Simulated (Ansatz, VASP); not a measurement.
## One calculation of LiBe, two programs

```
CELL_PARAMETERS angstrom
2.81115 0.00000 0.00000
0.00000 2.81115 0.00000
0.00000 0.00000 2.81115
ATOMIC_POSITIONS crystal
Be 0.48367 0.50987 0.52702
Li 0.99911 0.00168 0.97500
```

Change from the starting cell: atoms moved at random, drawn with an rms of 0.05 Å.

Alike in both runs: task single point; functional PBE; k mesh 9 × 9 × 9; occupations fermi-dirac, width 0.05 eV; no spin polarisation.

|  | VASP | Ansatz |
| --- | --- | --- |
| version | VASP 6.6.1 | Ansatz 0.2.0 |
| potentials or method | VASP PAW PBE potentials, release 64 (Be, Li_sv) | Ansatz PAW |
| plane-wave cutoff (eV) | 520 | 420 |
| valence electrons in the cell | 5 | 5 |

|  | VASP | Ansatz | Ansatz less VASP |
| --- | --- | --- | --- |
| gap on the k mesh at the Fermi level (eV) | none | none | - |
| rms of the force components (eV/Å) | 0.392 | 0.390 | -0.0018 |

Atom by atom the forces differ by 0.002 eV/Å (rms over components). A gap of «none» marks a metal or a gap that the smearing closes. With one functional, cell and mesh, what is left measures potentials, basis and numerics.
